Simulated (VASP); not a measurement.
These are PBEsol GGA, VASP's PBE PAW potentials (set 64) (plane waves; VASP) values and carry that method's errors.

The input files of a VASP run:

KPOINTS:
```
Automatic mesh
0
Gamma
12 12 12
0 0 0
```

POSCAR:
```
In
1
   -1.8710290000     1.8710290000     1.8710290000
    1.8710290000    -1.8710290000     1.8710290000
    1.8710290000     1.8710290000    -1.8710290000
In
1
Direct
  0.0000000000   0.0000000000   0.0000000000
```

**INCAR**
```
SYSTEM = In
PREC = Accurate; ENCUT = 400; LREAL = .False.
LASPH = .True.
EDIFF = 1E-6; NELM = 100; ALGO = Normal
LMAXMIX = 4
ISMEAR = 1; SIGMA = 0.1
GGA = PS
IBRION = 2; NSW = 60; ISIF = 3
EDIFFG = -0.01
LWAVE = .False.; LCHARG = .False.
```

POTCAR, in this order: In_d (PBE.64 set). Program: vasp_std.

Problem. What will the output report for the number of irreducible k-points (NKPTS), number of bands (NBANDS), largest plane-wave count, number of space-group operations, FFT grid (NGX, NGY, NGZ)?

Solution. 
```
Property                                       Value
--------------------------------------  ------------
number of irreducible k-points (NKPTS)            72
number of bands (NBANDS)                          10
largest plane-wave count                         490
number of space-group operations                  48
FFT grid (NGX, NGY, NGZ)                24 × 24 × 24
```

The structure was generated: In was put into the bcc type (Im-3m), which need not be its known phase. This run relaxes it. Symmetry was kept, so distortions that lower it aren't found.
